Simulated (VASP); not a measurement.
Here is the system:

```xyz
2
Lattice="0.0000 3.2740 3.2740 3.2740 0.0000 3.2740 3.2740 3.2740 0.0000" Properties=species:S:1:pos:R:3 pbc="T T T"
In     6.5480     6.5480     6.5480
Sb     1.6370     1.6370     1.6370
```

These are optB88-vdW, VASP's PBE PAW potentials (set 64) (plane waves; VASP 6.6.1) values and carry that method's errors. Settings: 520 eV cut-off, 10×10×10 Γ-centred mesh, first-order Methfessel-Paxton smearing of 0.10 eV, potentials In_d Sb.

Q: Give the stress tensor in GPa (positive for a compressed cell).

A: 
```
1.27  0.00  0.00
0.00  1.27  0.00
0.00  0.00  1.27
```
The pressure is its mean diagonal, 1.27 GPa.

The compound is InSb in the zinc blende structure. This cell is one point of a volume scan, at 0.97 of the reference volume.
